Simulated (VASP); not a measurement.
Method: PBEsol GGA, VASP's PBE PAW potentials (set 64) (plane waves; VASP).

VASP ran on this input.

KPOINTS:
```
k-points along high-symmetry lines
15
Line-mode
Reciprocal
  0.000000   0.000000   0.000000 ! GAMMA
 -0.500000  -0.500000   0.000000 ! X

 -0.500000  -0.500000   0.000000 ! X
 -0.375000  -0.375000   0.250000 ! U

 -0.375000   0.000000   0.375000 ! K
  0.000000   0.000000   0.000000 ! GAMMA

  0.000000   0.000000   0.000000 ! GAMMA
  0.000000   0.000000   0.500000 ! L

  0.000000   0.000000   0.500000 ! L
 -0.500000  -0.250000   0.250000 ! W

 -0.500000  -0.250000   0.250000 ! W
 -0.500000  -0.500000   0.000000 ! X
```

**POSCAR**
```
ZnS
3.7905560
  0.0000000000   0.7071067077   0.7071067077
  0.7071067077   0.0000000000   0.7071067077
  0.7071067077   0.7071067077   0.0000000000
Zn S
1 1
Cartesian
  0.0000000000   0.0000000000   0.0000000000
  0.3535533538   0.3535533538   0.3535533538
```

**INCAR**
```
ALGO  =  Normal
EDIFF  =  1E-7
ENCUT  =  520
GGA  =  PS
ICHARG  =  11
ISMEAR  =  0
LASPH  =  .TRUE.
LCHARG  =  .FALSE.
LMAXMIX  =  4
LORBIT  =  11
LREAL  =  .FALSE.
LWAVE  =  .FALSE.
NELM  =  100
PREC  =  Accurate
SIGMA  =  0.05
SYSTEM  =  ZnS
```

POTCAR, in this order: Zn S (PBE.64 set). Program: vasp_std. Read from the step before: CHGCAR.

Output of the run:

### OUTCAR
```
 ion  position               nearest neighbor table
   1  0.000  0.000  0.000-   2 2.32   2 2.32   2 2.32   2 2.32
   2  0.250  0.250  0.250-   1 2.32   1 2.32   1 2.32   1 2.32
  LATTYP: Found a face centered cubic cell.
 ALAT       =     5.3606551468
 Subroutine PRICEL returns:
 Original cell was already a primitive cell.
 Subroutine GETGRP returns: Found 24 space group operations
The static configuration has the point symmetry T_d .
The dynamic configuration has the point symmetry T_d .
 Subroutine INISYM returns: Found 24 space group operations
   k-points           NKPTS =     90   k-points in BZ     NKDIM =     90   number of bands    NBANDS=     13
   number of dos      NEDOS =    301   number of ions     NIONS =      2
   total plane-waves  NPLWV =  21952
   dimension x,y,z NGX =    28 NGY =   28 NGZ =   28
   dimension x,y,z NGXF=    56 NGYF=   56 NGZF=   56
   ions per type =               1   1
   PREC   = accura    normal or accurate (medium, high low for compatibility)
   ISTART =      0    job   : 0-new  1-cont  2-samecut
   ICHARG =     11    charge: 1-file 2-atom 10-const
   ISPIN  =      1    spin polarized calculation?
   LNONCOLLINEAR =      F non collinear calculations
   LSORBIT =      F    spin-orbit coupling
   INIWAV =      1    electr: 0-lowe 1-rand  2-diag
   ENCUT  =  520.0 eV  38.22 Ry    6.18 a.u.   7.05  7.05  7.05*2*pi/ulx,y,z
   NELM   =    100;   NELMIN=  2; NELMDL= -5     # of ELM steps
   EDIFF  = 0.1E-06   stopping-criterion for ELM
   LREAL  =      F    real-space projection
   NLSPLINE    = F    spline interpolate recip. space projectors
   LMAXMIX     =    4 max onsite mixed and CHGCAR
   VOSKOWN=      0    Vosko Wilk Nusair interpolation
   EDIFFG = 0.1E-05   stopping-criterion for IOM
   NSW    =      0    number of steps for IOM
   NBLOCK =      1;   KBLOCK =      1    inner block; outer block
   IBRION =     -1    ionic relax: 0-MD 1-quasi-New 2-CG
   NFREE  =      0    steps in history (QN), initial steepest desc. (CG)
   ISIF   =      2    stress and relaxation
   ISYM   =      2    0-nonsym 1-usesym 2-fastsym
   TEIN   =    0.0    initial temperature
   TEBEG  =    0.0;   TEEND  =   0.0 temperature during run
   SMASS  =  -3.00    Nose mass-parameter (am)
   PSTRESS=    0.0 pullay stress
   NELECT =      18.0000    total number of electrons
   EFERMI =   0.00;   METHOD = LEGACY
   ISMEAR =     0;   SIGMA  =   0.05  broadening in eV -4-tet -1-fermi 0-gaus
   IALGO  =     38    algorithm
   LDIAG  =      T    sub-space diagonalisation (order eigenvalues)
   IMIX   =      4    mixing-type and parameters
     AMIX     =   0.40;   BMIX     =  1.00
     AMIX_MAG =   1.60;   BMIX_MAG =  1.00
     AMIN     =   0.10
   GGA     = PS    functional components
   VOSKOWN =     0    Vosko Wilk Nusair interpolation
   LHFCALC =     F    Hartree Fock is set to
   LHFONE  =     F    Hartree Fock one center treatment
   AEXX    =    0.0000 exact exchange contribution
   IVDW    =     0    specifies the selected vdW correction
   LEPSILON=     F    determine dielectric tensor
   LRPA    =     F    only Hartree local field effects (RPA)
  energy-cutoff  :      520.00
  volume of cell :       38.51
      direct lattice vectors                 reciprocal lattice vectors
     0.000000000  2.680327573  2.680327573    -0.186544363  0.186544363  0.186544363
     2.680327573  0.000000000  2.680327573     0.186544363 -0.186544363  0.186544363
     2.680327573  2.680327573  0.000000000     0.186544363  0.186544363 -0.186544363
 k-point     1 :   0.0000 0.0000 0.0000  plane waves:    1037
 k-point     2 :  -0.0357-0.0357 0.0000  plane waves:    1014
 k-point     3 :  -0.0714-0.0714 0.0000  plane waves:    1014
 k-point     4 :  -0.1071-0.1071 0.0000  plane waves:    1006
 k-point     5 :  -0.1429-0.1429 0.0000  plane waves:    1010
 k-point     6 :  -0.1786-0.1786 0.0000  plane waves:    1018
 k-point     7 :  -0.2143-0.2143 0.0000  plane waves:    1018
 k-point     8 :  -0.2500-0.2500 0.0000  plane waves:    1022
 k-point     9 :  -0.2857-0.2857 0.0000  plane waves:    1030
 k-point    10 :  -0.3214-0.3214 0.0000  plane waves:    1030
...
```

**OSZICAR**
```
       N       E                     dE             d eps       ncg     rms          rms(c)
DAV:   1     0.872583148770E+02    0.87258E+02   -0.93939E+03  2340   0.168E+03
DAV:   2    -0.530839764878E+00   -0.87789E+02   -0.83391E+02  2535   0.290E+02
DAV:   3    -0.649556322160E+01   -0.59647E+01   -0.59338E+01  2890   0.734E+01
DAV:   4    -0.656673817058E+01   -0.71175E-01   -0.71136E-01  2635   0.837E+00
DAV:   5    -0.656769099532E+01   -0.95282E-03   -0.95279E-03  2865   0.948E-01
DAV:   6    -0.656770993203E+01   -0.18937E-04   -0.18937E-04  2735   0.135E-01
DAV:   7    -0.656771041358E+01   -0.48155E-06   -0.48152E-06  2890   0.208E-02
DAV:   8    -0.656771042580E+01   -0.12214E-07   -0.12235E-07  2322   0.347E-03
   1 F= -.65677104E+01 E0= -.65677104E+01  d E =-.261700E-17
```

**OUTCAR**
```
 val. band max:        2.2416997611   @ k =   0.0000   0.0000   0.0000

 cond. band min:       4.3245505541   @ k =   0.0000   0.0000   0.0000



 k-point     1 :       0.0000    0.0000    0.0000
  band No.  band energies     occupation
      1     -11.0859      2.00000
      2      -4.2304      2.00000
      3      -4.2304      2.00000
      4      -4.2304      2.00000
      5      -3.7022      2.00000
      6      -3.7022      2.00000
      7       2.2417      2.00000
      8       2.2417      2.00000
      9       2.2417      2.00000
     10       4.3246      0.00000
     11       8.5321      0.00000
     12       8.5321      0.00000
     13       8.5321      0.00000

 k-point     2 :      -0.0357   -0.0357    0.0000
  band No.  band energies     occupation
      1     -11.0721      2.00000
      2      -4.2327      2.00000
      3      -4.2270      2.00000
      4      -4.2270      2.00000
      5      -3.7038      2.00000
      6      -3.7012      2.00000
      7       2.1044      2.00000
      8       2.2018      2.00000
      9       2.2018      2.00000
     10       4.4748      0.00000
     11       8.4573      0.00000
     12       8.5901      0.00000
     13       8.5901      0.00000

 k-point     3 :      -0.0714   -0.0714    0.0000
  band No.  band energies     occupation
      1     -11.0310      2.00000
      2      -4.2393      2.00000
      3      -4.2169      2.00000
      4      -4.2169      2.00000
      5      -3.7086      2.00000
      6      -3.6982      2.00000
      7       1.7736      2.00000
      8       2.0872      2.00000
      9       2.0872      2.00000
     10       4.8407      0.00000
     11       8.2521      0.00000
     12       8.7589      0.00000
     13       8.7589      0.00000

 k-point     4 :      -0.1071   -0.1071    0.0000
  band No.  band energies     occupation
      1     -10.9638      2.00000
      2      -4.2495      2.00000
      3      -4.2002      2.00000
      4      -4.2002      2.00000
...
```

The density is held fixed in this step, so its total energy and stress have no physical meaning.

The compound is ZnS in the zinc blende structure. It was relaxed first.
